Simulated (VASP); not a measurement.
```
SnC
1.0
    0.00000     2.51622     2.51622
    2.51622     0.00000     2.51622
    2.51622     2.51622     0.00000
Sn C
1 1
Direct
  0.00000   0.00000   0.00000
  0.25000   0.25000   0.25000
```

All values below come from PBEsol GGA, VASP's PBE PAW potentials (set 64) (plane waves; VASP). Run with 520 eV cut-off, 8×8×8 Γ-centred mesh, Gaussian smearing of 0.050 eV, potentials Sn_d C.

Unless said otherwise, spin-orbit coupling is left out, though it shifts the bands of the heavy elements here.

**Question.** Predict the energy per atom (σ→0), band gap (on the k-mesh) with the smallest direct gap where there is one.

**Answer.** 
```
Quantity                                      Value
-----------------------------------  --------------
band gap (on the k-mesh)                    0.78 eV
smallest direct gap (on the k-mesh)         0.78 eV
energy per atom (σ→0)                -6.176 eV/atom
```

Only differences to runs with the same potentials and settings are physical.

The structure was generated: SnC was put into the zinc blende type (F-43m), which need not be its known phase. It was relaxed first. The start is the result of an earlier pass.
